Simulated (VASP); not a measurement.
All values below come from PBEsol GGA, VASP's PBE PAW potentials (set 64) (plane waves; VASP).

VASP ran on this input.

KPOINTS:
```
Automatic mesh
0
Gamma
10 10 5
0 0 0
```

**INCAR**
```
# general
SYSTEM  = GaN
PREC    = Accurate
ENCUT   = 520
LREAL   = .FALSE.   # projection in real space or not
LASPH   = .TRUE.   # aspherical one-centre terms

# electronic loop
EDIFF   = 1E-7
NELM    = 100
ALGO    = Normal   # blocked Davidson
LMAXMIX = 4   # l cut-off of mixed one-centre charges

# smearing
ISMEAR  = 0   # Gaussian
SIGMA   = 0.05   # width (eV)

# functional
GGA     = PS

# ions
IBRION  = 2   # conjugate gradients
NSW     = 30
ISIF    = 4   # ions and shape, fixed volume
EDIFFG  = -0.01

# output
LWAVE   = .FALSE.
LCHARG  = .FALSE.
```

POSCAR:
```
GaN
1.0
  1.5586380117  -2.6996401899   0.0000000000
  1.5586380117   2.6996401899   0.0000000000
  0.0000000000   0.0000000000   5.0767461619
Ga N
2 2
Cartesian
  1.5586380117  -0.8998818631   2.5388717423
  1.5586380117   0.8998818631   0.0004986614
  1.5586380117  -0.8998818631   4.4518077226
  1.5586380117   0.8998818631   1.9134346417
```

POTCAR, in this order: Ga_d N (PBE.64 set). Program: vasp_std.

Output

### OUTCAR
```
 ion  position               nearest neighbor table
   1  0.667  0.333  0.500-   4 1.91   4 1.91   4 1.91   3 1.91
   2  0.333  0.667  0.000-   3 1.91   3 1.91   3 1.91   4 1.91
   3  0.667  0.333  0.877-   2 1.91   2 1.91   2 1.91   1 1.91
   4  0.333  0.667  0.377-   1 1.91   1 1.91   1 1.91   2 1.91
  LATTYP: Found a hexagonal cell.
 ALAT       =     3.1172759914
 C/A-ratio  =     1.6285841151
 Subroutine PRICEL returns:
 Original cell was already a primitive cell.
 Subroutine GETGRP returns: Found 12 space group operations
The static configuration has the point symmetry C_3v.
 The point group associated with its full space group is C_6v.
The dynamic configuration has the point symmetry C_3v.
 Subroutine INISYM returns: Found 12 space group operations
 Subroutine IBZKPT returns following result:
 Found     42 irreducible k-points:

 Following reciprocal coordinates:
            Coordinates               Weight
  0.000000  0.000000  0.000000      1.000000
  0.100000  0.000000  0.000000      6.000000
  0.200000  0.000000  0.000000      6.000000
  0.300000  0.000000  0.000000      6.000000
  0.400000  0.000000  0.000000      6.000000
...
```

**OSZICAR**
```
       N       E                     dE             d eps       ncg     rms          rms(c)
DAV:   1     0.265721171288E+03    0.26572E+03   -0.18598E+04  1998   0.309E+03
DAV:   2     0.387954367478E+01   -0.26184E+03   -0.25328E+03  2014   0.517E+02
DAV:   3    -0.288105927201E+02   -0.32690E+02   -0.32456E+02  2154   0.152E+02
DAV:   4    -0.300244050352E+02   -0.12138E+01   -0.12113E+01  2548   0.314E+01
DAV:   5    -0.300405915699E+02   -0.16187E-01   -0.16178E-01  2120   0.344E+00    0.106E+01
DAV:   6    -0.261308304857E+02    0.39098E+01   -0.13418E+01  3404   0.608E+01    0.314E+00
DAV:   7    -0.262095007301E+02   -0.78670E-01   -0.18042E+00  2004   0.107E+01    0.270E+00
DAV:   8    -0.261850610606E+02    0.24440E-01   -0.30702E-01  3164   0.926E+00    0.909E-01
DAV:   9    -0.261597395051E+02    0.25322E-01   -0.12134E-01  3346   0.636E+00    0.262E-01
DAV:  10    -0.261605754211E+02   -0.83592E-03   -0.63709E-03  2114   0.857E-01    0.897E-02
DAV:  11    -0.261605190362E+02    0.56385E-04   -0.76794E-04  2906   0.603E-01    0.817E-03
DAV:  12    -0.261605279436E+02   -0.89075E-05   -0.98485E-05  2114   0.940E-02    0.983E-03
DAV:  13    -0.261605271674E+02    0.77626E-06   -0.69576E-06  3186   0.329E-02    0.581E-03
DAV:  14    -0.261605269863E+02    0.18109E-06   -0.34730E-06  2836   0.173E-02    0.115E-03
DAV:  15    -0.261605269769E+02    0.94005E-08   -0.31980E-07  2044   0.580E-03
   1 F= -.26160527E+02 E0= -.26160527E+02  d E =-.261605E+02
       N       E                     dE             d eps       ncg     rms          rms(c)
DAV:   1    -0.261605136740E+02    0.13312E-04   -0.15739E-02  1868   0.974E-01    0.174E-02
DAV:   2    -0.261605623147E+02   -0.48641E-04   -0.51225E-04  2082   0.212E-01    0.986E-03
DAV:   3    -0.261605624655E+02   -0.15082E-06   -0.17686E-05  2590   0.392E-02    0.634E-03
DAV:   4    -0.261605616119E+02    0.85359E-06   -0.25667E-06  2224   0.150E-02    0.107E-03
DAV:   5    -0.261605616683E+02   -0.56364E-07   -0.67946E-07  2150   0.635E-03
   2 F= -.26160562E+02 E0= -.26160562E+02  d E =-.346914E-04
       N       E                     dE             d eps       ncg     rms          rms(c)
DAV:   1    -0.261605617258E+02   -0.11395E-06   -0.39159E-04  1888   0.154E-01    0.252E-03
DAV:   2    -0.261605628880E+02   -0.11622E-05   -0.12191E-05  2040   0.328E-02    0.164E-03
DAV:   3    -0.261605628775E+02    0.10573E-07   -0.42767E-07  2324   0.616E-03
   3 F= -.26160563E+02 E0= -.26160563E+02  d E =-.359006E-04
       N       E                     dE             d eps       ncg     rms          rms(c)
DAV:   1    -0.261607006514E+02   -0.13776E-03   -0.45606E-03  2128   0.578E-01    0.668E-02
DAV:   2    -0.261606235628E+02    0.77089E-04   -0.21111E-04  2400   0.233E-01    0.398E-02
DAV:   3    -0.261605783497E+02    0.45213E-04   -0.74657E-05  2442   0.138E-01    0.370E-03
DAV:   4    -0.261605803502E+02   -0.20005E-05   -0.23307E-05  1902   0.527E-02    0.241E-03
DAV:   5    -0.261605802900E+02    0.60221E-07   -0.90360E-07  2664   0.983E-03
   4 F= -.26160580E+02 E0= -.26160580E+02  d E =-.174125E-04
```

OUTCAR:
```
------------------------ aborting loop because EDIFF is reached ----------------------------------------
  FORCE on cell =-STRESS in cart. coord.  units (eV):
  Direction    XX          YY          ZZ          XY          YZ          ZX
  --------------------------------------------------------------------------------------
  Total        3.5436901      3.5436900      3.5400937      0.0000000      0.0000000      0.0000000
  in kB      132.8922710    132.8922667    132.7574018      0.0000000      0.0000000      0.0000000
  external PRESSURE =     132.8473132 kB  Pullay stress =       0.0000000 kB
  volume of cell :       42.72
      direct lattice vectors                 reciprocal lattice vectors
     1.558153949 -2.698801762  0.000000000     0.320892554 -0.185267405 -0.000000000
     1.558153949  2.698801762  0.000000000     0.320892554  0.185267405  0.000000000
     0.000000000 -0.000000000  5.079900990     0.000000000  0.000000000  0.196854230
  FREE ENERGIE OF THE ION-ELECTRON SYSTEM (eV)
  ---------------------------------------------------
  free  energy   TOTEN  =       -26.1605802900 eV

  energy  without entropy=      -26.1605802900  energy(sigma->0) =      -26.16058029

 reached required accuracy - stopping structural energy minimisation
```
(Selected blocks of OUTCAR.)

### CONTCAR
```
GaN
   1.00000000000000
     1.5581539493722549   -2.6988017621764846    0.0000000000000000
     1.5581539493722549    2.6988017621764846    0.0000000000000000
     0.0000000000000000   -0.0000000000000000    5.0799009898688361
  Ga              N
     2     2
Direct
     0.6666669999999968    0.3333330000000032    0.5003334765730635
     0.3333330000000032    0.6666669999999968    0.0003334765730635
     0.6666669999999968    0.3333330000000032    0.8766665234269390
     0.3333330000000032    0.6666669999999968    0.3766665234269390
```

**OUTCAR**
```
 val. band max:        5.9491629698   @ k =   0.0000   0.0000   0.0000

 cond. band min:       8.2565337382   @ k =   0.0000   0.0000   0.0000


 Fermi energy:         6.1884171946

 k-point     1 :       0.0000    0.0000    0.0000
  band No.  band energies     occupation
      1     -10.6369      2.00000
      2      -9.4606      2.00000
      3      -7.5323      2.00000
      4      -7.5135      2.00000
      5      -7.5135      2.00000
      6      -7.4373      2.00000
      7      -7.4373      2.00000
      8      -7.1954      2.00000
      9      -7.1954      2.00000
     10      -7.0749      2.00000
     11      -7.0749      2.00000
     12      -5.8436      2.00000
     13      -1.6523      2.00000
     14       4.8185      2.00000
     15       4.8185      2.00000
     16       5.8908      2.00000
     17       5.9491      2.00000
     18       5.9492      2.00000
     19       8.2565      0.00000
     20      10.5774      0.00000
     21      15.4155      0.00000
     22      16.1311      0.00000

 k-point     2 :       0.1000    0.0000    0.0000
  band No.  band energies     occupation
      1     -10.5236      2.00000
      2      -9.4272      2.00000
      3      -7.5216      2.00000
      4      -7.4961      2.00000
      5      -7.4856      2.00000
      6      -7.4245      2.00000
      7      -7.4133      2.00000
      8      -7.2062      2.00000
      9      -7.1967      2.00000
     10      -7.0978      2.00000
     11      -7.0721      2.00000
     12      -5.7682      2.00000
     13      -1.4970      2.00000
     14       4.0637      2.00000
     15       4.5913      2.00000
     16       5.1414      2.00000
     17       5.7824      2.00000
     18       5.8513      2.00000
     19       8.9744      0.00000
     20      11.1925      0.00000
     21      15.0608      0.00000
     22      15.4768      0.00000

 k-point     3 :       0.2000    0.0000    0.0000
  band No.  band energies     occupation
      1     -10.2217      2.00000
...
```

The compound is GaN in the wurtzite structure. This cell is one point of a volume scan, at 0.94 of the reference volume. Symmetry was kept, so distortions that lower it aren't found.
